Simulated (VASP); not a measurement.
# CuTe (Pmmn) in VASP: single point with LDA

Aim: the single point of CuTe with LDA.

Everything below comes from runs of VASP 6.6.1. Logs are shortened: lines on timing, memory, paths and dates and some standing lists are left out, and cuts for length are marked.

### 1 The structure

The structure is orthorhombic, space group Pmmn (No. 59). Conventional cell: a = 3.100 Å, b = 4.020 Å, c = 6.860 Å, α = 90.00°, β = 90.00°, γ = 90.00°. Cu (site symmetry mm2) has 4 Te at 2.54 to 2.73 Å and 4 Cu at 2.63 Å as nearest neighbours. Around Te (site symmetry mm2) lie 4 Cu at 2.54 to 2.73 Å.

### 2 Single point, LDA

The input, INCAR:

```
PREC = Accurate
ENCUT = 520
EDIFF = 1E-6
ISMEAR = 0
SIGMA = 0.1
LREAL = F
LASPH = T
NELM = 100
ALGO = Normal
ISIF = 2
LWAVE = F
LCHARG = T
GGA = CA
LELF = T
LVHAR = T
NBANDS = 25
```

The input, KPOINTS:

```
Automatic mesh
0
Gamma
  6 4 4
```

The input, POSCAR:

```
CuTe
1.0
    3.1000000000      0.0000000000      0.0000000000
    0.0000000000      4.0200000000      0.0000000000
    0.0000000000      0.0000000000      6.8600000000
Cu Te
2 2
Direct
    0.0000000000      0.5000000000      0.4490000000
    0.5000000000      0.0000000000      0.5510000000
    0.0000000000      0.0000000000      0.2230000000
    0.5000000000      0.5000000000      0.7770000000
```

Potentials or basis: VASP PAW LDA potentials, release 64 (Cu, Te).

On the command line:

```
> cat potpaw_LDA.64/Cu/POTCAR potpaw_LDA.64/Te/POTCAR > POTCAR
> mpirun -np 1 vasp_std > vasp.out
```

OUTCAR:

```text
PREC = Accurate
   ENCUT = 520
   EDIFF = 1E-6
   ISMEAR = 0
   LREAL = F
   LASPH = T
   NELM = 100
   ISIF = 2
   GGA = CA

 ion  position               nearest neighbor table
   1  0.000  0.500  0.449-   3 2.54   3 2.54   2 2.63   2 2.63   2 2.63   2 2.63   4 2.73   4 2.73

   2  0.500  0.000  0.551-   4 2.54   4 2.54   1 2.63   1 2.63   1 2.63   1 2.63   3 2.73   3 2.73

   3  0.000  0.000  0.223-   1 2.54   1 2.54   2 2.73   2 2.73
   4  0.500  0.500  0.777-   2 2.54   2 2.54   1 2.73   1 2.73

  LATTYP: Found a simple orthorhombic cell.
 ALAT       =     3.1000000000
 B/A-ratio  =     1.2967741935
 C/A-ratio  =     2.2129032258

  Lattice vectors:

 A1 = (   3.1000000000,   0.0000000000,   0.0000000000)
 A2 = (   0.0000000000,   4.0200000000,   0.0000000000)
 A3 = (   0.0000000000,   0.0000000000,   6.8600000000)

Analysis of symmetry for initial positions (statically):
=====================================================================
 Subroutine PRICEL returns:
 Original cell was already a primitive cell.

 Routine SETGRP: Setting up the symmetry group for a
 simple orthorhombic supercell.

 Subroutine GETGRP returns: Found  8 space group operations
 (whereof  4 operations were pure point group operations)
 out of a pool of  8 trial point group operations.

The static configuration has the point symmetry C_2v.
 The point group associated with its full space group is D_2h.

Analysis of symmetry for dynamics (positions and initial velocities):
=====================================================================
 Subroutine PRICEL returns:
 Original cell was already a primitive cell.

 Routine SETGRP: Setting up the symmetry group for a
 simple orthorhombic supercell.

 Subroutine GETGRP returns: Found  8 space group operations
 (whereof  4 operations were pure point group operations)
 out of a pool of  8 trial point group operations.

The dynamic configuration has the point symmetry C_2v.
 The point group associated with its full space group is D_2h.

 Subroutine INISYM returns: Found  8 space group operations
 (whereof  4 operations are pure point group operations),
 and found     1 'primitive' translations

----------------------------------------------------------------------------------------

                                     Primitive cell

  volume of cell :      85.4893

  direct lattice vectors                    reciprocal lattice vectors
     3.100000000  0.000000000  0.000000000     0.322580645  0.000000000  0.000000000
     0.000000000  4.020000000  0.000000000     0.000000000  0.248756219  0.000000000
     0.000000000  0.000000000  6.860000000     0.000000000  0.000000000  0.145772595

  length of vectors
     3.100000000  4.020000000  6.860000000     0.322580645  0.248756219  0.145772595

  position of ions in fractional coordinates (direct lattice)
     0.000000000  0.500000000  0.449000000
     0.500000000  0.000000000  0.551000000
     0.000000000  0.000000000  0.223000000
     0.500000000  0.500000000  0.777000000

  ion indices of the primitive-cell ions
   primitive index   ion index
                 1           1
                 2           2
                 3           3
                 4           4

----------------------------------------------------------------------------------------

 KPOINTS: Automatic mesh

Automatic generation of k-mesh.
 Grid dimensions read from file:
 generate k-points for:    6    4    4

 Generating k-lattice:

  Cartesian coordinates                     Fractional coordinates (reciprocal lattice)
     0.053763441  0.000000000  0.000000000     0.166666667  0.000000000  0.000000000
     0.000000000  0.062189055  0.000000000     0.000000000  0.250000000  0.000000000
     0.000000000  0.000000000  0.036443149     0.000000000  0.000000000  0.250000000

  Length of vectors
     0.053763441  0.062189055  0.036443149

  Shift w.r.t. Gamma in fractional coordinates (k-lattice)
     0.000000000  0.000000000  0.000000000

 Subroutine IBZKPT returns following result:
 ===========================================

 Found     36 irreducible k-points:

 Following reciprocal coordinates:
            Coordinates               Weight
  0.000000  0.000000  0.000000      1.000000
  0.166667  0.000000  0.000000      2.000000
  0.333333  0.000000  0.000000      2.000000
  0.500000  0.000000  0.000000      1.000000
  0.000000  0.250000  0.000000      2.000000
  0.166667  0.250000  0.000000      4.000000
[... 16 lines left out ...]
  0.333333  0.500000  0.250000      4.000000
  0.500000  0.500000  0.250000      2.000000
 [... further k-points ...]
   k-points           NKPTS =     36   k-points in BZ     NKDIM =     36   number of bands    NBANDS=     25
   number of dos      NEDOS =    301   number of ions     NIONS =      4
   total plane-waves  NPLWV =  38880
   dimension x,y,z NGX =    24 NGY =   30 NGZ =   54
   dimension x,y,z NGXF=    48 NGYF=   60 NGZF=  108
   ions per type =               2   2
   NGX,Y,Z   is equivalent  to a cutoff of  12.87, 12.41, 13.09 a.u.
   NGXF,Y,Z  is equivalent  to a cutoff of  25.74, 24.81, 26.17 a.u.
 SYSTEM =  unknown system
   PREC   = accura    normal or accurate (medium, high low for compatibility)
   ISTART =      0    job   : 0-new  1-cont  2-samecut
   ICHARG =      2    charge: 1-file 2-atom 10-const
   ISPIN  =      1    spin polarized calculation?
   LNONCOLLINEAR =      F non collinear calculations
   LSORBIT =      F    spin-orbit coupling
   LASPH  =      T    aspherical Exc in radial PAW
   ENCUT  =  520.0 eV  38.22 Ry    6.18 a.u.   5.76  7.47 12.76*2*pi/ulx,y,z
   NELM   =    100;   NELMIN=  2; NELMDL= -5     # of ELM steps
   EDIFF  = 0.1E-05   stopping-criterion for ELM
   LREAL  =      F    real-space projection
   EDIFFG = 0.1E-04   stopping-criterion for IOM
   NSW    =      0    number of steps for IOM
   IBRION =     -1    ionic relax: 0-MD 1-quasi-New 2-CG
   NFREE  =      0    steps in history (QN), initial steepest desc. (CG)
   ISIF   =      2    stress and relaxation
   ISYM   =      2    0-nonsym 1-usesym 2-fastsym
   POTIM  = 0.5000    time-step for ionic-motion
   TEBEG  =    0.0;   TEEND  =   0.0 temperature during run
   PSTRESS=    0.0 pullay stress
   NELECT =      34.0000    total number of electrons
   NUPDOWN=      -1.0000    fix difference up-down
   EMIN   =  10.00;   EMAX   =-10.00  energy-range for DOS
   EFERMI =   0.00;   METHOD = LEGACY
   ISMEAR =     0;   SIGMA  =   0.10  broadening in eV -4-tet -1-fermi 0-gaus
   EFERMI_NEDOS =   21; number of points for ismear=-14 and -15
   IALGO  =     38    algorithm
   IMIX   =      4    mixing-type and parameters
     AMIX     =   0.40;   BMIX     =  1.00
     AMIX_MAG =   1.60;   BMIX_MAG =  1.00
  volume/ion in A,a.u.               =      21.37       144.23
  Fermi-wavevector in a.u.,A,eV,Ry     =   1.203919  2.275077 19.720562  1.449420
  Thomas-Fermi vector in A             =   2.339659
   LORBIT       =      0    0 simple, 1 ext, 2 COOP (PROOUT), +10 PAW based schemes
   GGA     = CA    functional components
   LHFCALC =     F    Hartree Fock is set to
   AEXX    =    0.0000 exact exchange contribution
   IVDW    =     0    specifies the selected vdW correction
   LEPSILON=     F    determine dielectric tensor
   LRPA    =     F    only Hartree local field effects (RPA)
 non-spin polarized calculation
 Gauss-broadening in eV      SIGMA  =   0.10
  energy-cutoff  :      520.00
  volume of cell :       85.49
 maximum number of plane-waves:      2320
 NGX is ok and might be reduce to    24
   NGX = 11   NGY = 15   NGZ = 25

 number of electron      34.0000022 magnetization

 Free energy of the ion-electron system (eV)
  ---------------------------------------------------
  ext. energy  EPLUGINS =         0.00000000
  ---------------------------------------------------
  free energy    TOTEN  =       -17.07982414 eV

  energy without entropy =      -17.07472178  energy(sigma->0) =      -17.07727296

 E-fermi :   7.1130     XC(G=0): -10.6009

 val. band max:        7.0999962616   @ k =   0.1667   0.0000   0.2500
 cond. band min:       7.1773215838   @ k =   0.1667   0.2500   0.5000
 fundamental gap:      0.0773253222
 Fermi energy:         7.1130446415

 k-point     1 :       0.0000    0.0000    0.0000
  band No.  band energies     occupation
      1      -6.4991      2.00000
      2      -5.4067      2.00000
      3       0.1074      2.00000
      4       2.5200      2.00000
      5       2.5537      2.00000
      6       3.4208      2.00000
[... 17 lines left out ...]
     24      14.6719      0.00000
     25      15.5104      0.00000

 k-point     2 :       0.1667    0.0000    0.0000
  band No.  band energies     occupation
      1      -6.1086      2.00000
      2      -5.0613      2.00000
      3       0.5036      2.00000
      4       2.6115      2.00000
      5       2.6637      2.00000
      6       3.4389      2.00000
[... 17 lines left out ...]
     24      14.8037      0.00000
     25      17.2492      0.00000

 k-point     3 :       0.3333    0.0000    0.0000
  band No.  band energies     occupation
      1      -5.0272      2.00000
      2      -4.1943      2.00000
      3       1.5131      2.00000
      4       2.0463      2.00000
      5       2.5183      2.00000
      6       2.8241      2.00000
[... 17 lines left out ...]
     24      14.9381      0.00000
     25      15.0792      0.00000

 k-point     4 :       0.5000    0.0000    0.0000
  band No.  band energies     occupation
      1      -3.8780      2.00000
      2      -3.8780      2.00000
      3       0.9811      2.00000
      4       0.9811      2.00000
      5       2.5686      2.00000
      6       2.5686      2.00000
[... 17 lines left out ...]
     24      13.2197      0.00000
     25      14.1171      0.00000

 k-point     5 :       0.0000    0.2500    0.0000
  band No.  band energies     occupation
      1      -6.1657      2.00000
      2      -5.3297      2.00000
      3       0.5806      2.00000
      4       2.0568      2.00000
      5       2.1063      2.00000
      6       2.7941      2.00000
[... 17 lines left out ...]
     24      15.1358      0.00000
     25      15.3975      0.00000

 k-point     6 :       0.1667    0.2500    0.0000
  band No.  band energies     occupation
      1      -5.7800      2.00000
      2      -4.9781      2.00000
      3       0.9697      2.00000
      4       2.2438      2.00000
      5       2.4023      2.00000
      6       2.8134      2.00000
[... 17 lines left out ...]
     24      14.9718      0.00000
     25      15.2249      0.00000
[... 393 lines left out ...]
 k-point    21 :       0.0000    0.5000    0.2500
  band No.  band energies     occupation
      1      -5.5116      2.00000
      2      -5.5116      2.00000
      3       0.7114      2.00000
      4       0.7114      2.00000
      5       2.7605      2.00000
      6       2.7605      2.00000
[... 17 lines left out ...]
     24      15.3695      0.00000
     25      17.1575      0.00000

 k-point    22 :       0.1667    0.5000    0.2500
  band No.  band energies     occupation
      1      -5.1424      2.00000
      2      -5.1424      2.00000
      3       1.0679      2.00000
      4       1.0679      2.00000
      5       2.8881      2.00000
      6       2.8881      2.00000
[... 17 lines left out ...]
     24      14.8755      0.00000
     25      17.1518      0.00000

 k-point    23 :       0.3333    0.5000    0.2500
  band No.  band energies     occupation
      1      -4.1530      2.00000
      2      -4.1530      2.00000
      3       1.6739      2.00000
      4       1.6739      2.00000
      5       2.7775      2.00000
      6       2.7775      2.00000
[... 17 lines left out ...]
     24      12.9604      0.00000
     25      16.2992      0.00000

 k-point    24 :       0.5000    0.5000    0.2500
  band No.  band energies     occupation
      1      -3.3724      2.00000
      2      -3.3724      2.00000
      3       1.0018      2.00000
      4       1.0018      2.00000
      5       2.9588      2.00000
      6       2.9588      2.00000
[... 17 lines left out ...]
     24      13.7884      0.00000
     25      14.0332      0.00000

 [... further k-points ...]
[... 5 lines left out ...]
  --------------------------------------------------------------------------------------
  -------------------------------------------------------------------------------------
  Total        0.6398410     -1.3523291     -0.7485268      0.0000000      0.0000000      0.0000000
  in kB       11.9914248    -25.3443465    -14.0283324      0.0000000      0.0000000      0.0000000
  external PRESSURE =      -9.1270847 kB  Pullay stress =       0.0000000 kB

 VOLUME and BASIS-vectors are now :
 -----------------------------------------------------------------------------
  energy-cutoff  :      520.00
  volume of cell :       85.49
      direct lattice vectors                 reciprocal lattice vectors
     3.100000000  0.000000000  0.000000000     0.322580645  0.000000000  0.000000000
     0.000000000  4.020000000  0.000000000     0.000000000  0.248756219  0.000000000
     0.000000000  0.000000000  6.860000000     0.000000000  0.000000000  0.145772595

 POSITION                                       TOTAL-FORCE (eV/Angst)
 -----------------------------------------------------------------------------------
      0.00000      2.01000      3.08014         0.000000      0.000000      0.299111
      1.55000      0.00000      3.77986         0.000000      0.000000     -0.299111
      0.00000      0.00000      1.52978         0.000000      0.000000      0.075887
      1.55000      2.01000      5.33022         0.000000      0.000000     -0.075887
 -----------------------------------------------------------------------------------
    total drift:                                0.000000      0.000000      0.000000

  FREE ENERGIE OF THE ION-ELECTRON SYSTEM (eV)
  ---------------------------------------------------
  free  energy   TOTEN  =       -17.0798241432 eV

  energy  without entropy=      -17.0747217750  energy(sigma->0) =      -17.07727296
```

Run time: 55 s. Hardware: 1 thread of Intel Xeon Platinum 8488C (Sapphire Rapids), shared host; peak memory 0.2 GiB.

Results:

| Item | Value |
| --- | --- |
| Free energy | -17.0798 eV |
| Pressure | -0.9 GPa |
| Largest force | 0.299 eV/Å |
| Band gap on the k mesh | none (metal or under the smearing width) |

Forces on the atoms (eV/Å):
```
Cu   0.000  0.000  0.299
Cu   0.000  0.000 -0.299
Te   0.000  0.000  0.076
Te   0.000  0.000 -0.076
```

Caveat: the k mesh is coarse (spacing up to 0.39 Å⁻¹), so the values aren't converged. The run has no spin-orbit coupling, so splittings on Te are missing.
